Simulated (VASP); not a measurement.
VASP runs on CuI (zinc blende) share one base input (PBE GGA, plane waves, VASP's PBE PAW potentials (set 64)) and change the settings named in each case.

File KPOINTS:
```
K-points
0
G
 7 7 7
```

INCAR:
```
ALGO  =  Normal
EDIFF  =  1E-6
ENCUT  =  400
GGA  =  PE
ISIF  =  2
ISMEAR  =  0
LASPH  =  .True.
LCHARG  =  .False.
LMAXMIX  =  4
LREAL  =  .False.
LWAVE  =  .False.
NELM  =  100
PREC  =  Accurate
SIGMA  =  0.05
SYSTEM  =  CuI
```

### POSCAR
```
CuI
4.3635560
  0.0000000000   0.7071067725   0.7071067725
  0.7071067725   0.0000000000   0.7071067725
  0.7071067725   0.7071067725   0.0000000000
Cu I
1 1
Direct
  0.0000000000   0.0000000000   0.0000000000
  0.2500000000   0.2500000000   0.2500000000
```

POTCAR, in this order: Cu I (PBE.64 set). Program: vasp_std.

| change | pressure (GPa) |
|---|---|
| base run | -1.77 |
| ENCUT = 520, POTCAR Cu_pv I (PBE.64 set) | ___ |
| ENCUT = 520 | -1.58 |
| ENCUT = 800 | -1.54 |

Complete the blanks.

- ENCUT = 520, POTCAR Cu_pv I (PBE.64 set), pressure (GPa): -2.13

Energies of different potentials or functionals have different zeros. Unless said otherwise, spin-orbit coupling is left out, though it shifts the bands of the heavy elements here. The base run's pressure lies -0.23 GPa from that at 800 eV (Pulay error).

Left out are runs that ran out of time, are held back, or changed the cell or the kind of run, fixed moments of cells without a moment, rows past the twelfth, gaps on odd meshes, pressures of charged cells and columns that move by less than the noise.

The compound is CuI in the zinc blende structure. The cell was not relaxed at this level.
